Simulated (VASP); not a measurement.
OSZICAR of a VASP run on SiMo$_{3}$ (space group Pm-3n):

OSZICAR:
```
       N       E                     dE             d eps       ncg     rms          rms(c)
DAV:   1     0.813603950652E+03    0.81360E+03   -0.43225E+04  1188   0.115E+03
DAV:   2    -0.469127709895E+02   -0.86052E+03   -0.83784E+03  1247   0.433E+02
DAV:   3    -0.821426754441E+02   -0.35230E+02   -0.34292E+02  1410   0.778E+01
DAV:   4    -0.828709001045E+02   -0.72822E+00   -0.71744E+00  1321   0.910E+00
DAV:   5    -0.828852527914E+02   -0.14353E-01   -0.14314E-01  1295   0.122E+00    0.434E+01
DAV:   6    -0.792220181066E+02    0.36632E+01   -0.13603E+01  1224   0.168E+01    0.127E+01
DAV:   7    -0.789261515301E+02    0.29587E+00   -0.85514E-01  1353   0.408E+00    0.359E+00
DAV:   8    -0.788765354960E+02    0.49616E-01   -0.10954E-01  1232   0.115E+00    0.582E-01
DAV:   9    -0.788755795857E+02    0.95591E-03   -0.58253E-03  1321   0.292E-01    0.294E-01
DAV:  10    -0.788755428108E+02    0.36775E-04   -0.58901E-04  1326   0.147E-01    0.116E-01
DAV:  11    -0.788755517377E+02   -0.89269E-05   -0.22437E-05  1297   0.233E-02    0.231E-02
DAV:  12    -0.788755469974E+02    0.47403E-05   -0.97871E-06  1246   0.175E-02    0.299E-03
DAV:  13    -0.788755467212E+02    0.27615E-06   -0.22970E-07   777   0.195E-03
   1 F= -.78875547E+02 E0= -.78872780E+02  d E =-.553300E-02
```

Task: Which electronic solver shows in the log?

Result: It is blocked Davidson (ALGO = Normal, or the opening steps of other solvers). The INCAR had ALGO = Normal.

Task: Can the final energy be trusted as converged?

Result: The run converged. It stopped with EDIFF = 1E-6, NELM = 100 (PBE GGA, plane waves, VASP's PBE PAW potentials (set 64)).

The structure comes from a computed database's SiMo3 entry; how it stands against other phases isn't given here. The cell was not relaxed at this level.
